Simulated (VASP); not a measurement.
A convergence study with VASP on C (diamond): one setting is varied, all else stays as given below, so the limit is that of these other settings. Each run relaxes cell and ions from the cell shown. The basis is that of the starting cell, so low cut-offs carry a Pulay error.

```
CELL_PARAMETERS angstrom
      0.00000     1.78350     1.78350
      1.78350     0.00000     1.78350
      1.78350     1.78350     0.00000
ATOMIC_POSITIONS crystal
  C  0.00000 0.00000 0.00000
  C  0.25000 0.25000 0.25000
```

Computed with PBE GGA, VASP's PBE PAW potentials (set 64) (plane waves; VASP). The tightest run used: 800 eV cut-off, 10×10×10 Γ-centred mesh, Gaussian smearing of 0.050 eV, potentials C.

Gaps are read on the run's mesh, which can miss a band edge.

The settings run are ENCUT = 250; ENCUT = 300; ENCUT = 350; ENCUT = 400; ENCUT = 450; ENCUT = 500; ENCUT = 550; ENCUT = 600; ENCUT = 650; ENCUT = 700; ENCUT = 750; ENCUT = 800. From which on does the relaxed volume stay within 0.05 Å³/atom of the tightest run?…

From ENCUT = 400 on: it is off by 0.045 there and by no more than 0.05 in any finer run, while ENCUT = 350 is off by 0.119.
```
setting      relaxed volume (Å³/atom)  E (eV/atom)  gap on the mesh (eV)  plane waves  difference judged (Å³/atom)
-----------  ------------------------  -----------  --------------------  -----------  ---------------------------
ENCUT = 250                     5.221      -9.2690                 4.427          113                        0.474
ENCUT = 300                     5.454      -9.1784                 4.208          144                        0.241
ENCUT = 350                     5.576      -9.1124                 4.210          174                        0.119
ENCUT = 400                     5.650      -9.0966                 4.158          214                        0.045
ENCUT = 450                     5.693      -9.0945                 4.164          262                        0.002
ENCUT = 500                     5.705      -9.0929                 4.157          302                        0.010
ENCUT = 550                     5.700      -9.0933                 4.159          343                        0.006
ENCUT = 600                     5.695      -9.0952                 4.161          392                        0.000
ENCUT = 650                     5.692      -9.0969                 4.163          444                        0.003
ENCUT = 700                     5.692      -9.0981                 4.165          531                        0.003
ENCUT = 750                     5.693      -9.0990                 4.163          544                        0.002
ENCUT = 800                     5.695      -9.0996                 4.162          596                        0.000
```

Left out are rungs that failed or repeat a setting and relaxations that didn't move; long series are thinned to 24 rows.

The compound is C in the diamond structure.
